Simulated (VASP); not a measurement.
Computed with AM05 GGA, VASP's PBE PAW potentials (set 64) (plane waves; VASP).

Input for VASP

### POSCAR
```
NiSi2
1
   -0.0000000000     2.6856769272     2.6856769272
    2.6856769272     0.0000000000     2.6856769272
    2.6856769272     2.6856769272    -0.0000000000
Si Ni
2 1
Direct
  0.2500000000   0.2500000000   0.2500000000
  0.7500000000   0.7500000000   0.7500000000
  0.0000000000   0.0000000000   0.0000000000
```

**INCAR**
```
# general
SYSTEM  = NiSi2
PREC    = Accurate
ENCUT   = 520   # plane-wave cut-off (eV)
LREAL   = .FALSE.   # projection in real space or not
LASPH   = .TRUE.

# electronic loop
EDIFF   = 1E-6   # SCF stop (eV)
NELM    = 100
ALGO    = Normal
LMAXMIX = 4   # l cut-off of mixed one-centre charges

# smearing
ISMEAR  = 1   # Methfessel-Paxton
SIGMA   = 0.1

# functional
GGA     = AM

# ions
IBRION  = 2
NSW     = 60
ISIF    = 3   # ions, shape and volume
EDIFFG  = -0.02   # ionic stop

# output
LWAVE   = .FALSE.
LCHARG  = .FALSE.
```

KPOINTS:
```
Automatic mesh
0
Gamma
9 9 9
0 0 0
```

POTCAR, in this order: Si Ni (PBE.64 set). Program: vasp_std.

Task: What will the output report for the number of irreducible k-points (NKPTS), largest plane-wave count, number of space-group operations, FFT grid (NGX, NGY, NGZ)?

Result: 
| Quantity | Result |
|---|---|
| number of irreducible k-points (NKPTS) | 35 |
| largest plane-wave count | 1053 |
| number of space-group operations | 48 |
| FFT grid (NGX, NGY, NGZ) | 28 × 28 × 28 |

The compound is NiSi2 in the fluorite structure. This run relaxes it. Symmetry was kept, so distortions that lower it aren't found. The start is the result of an earlier pass. The run is not spin-polarised, so no magnetic state was tried.
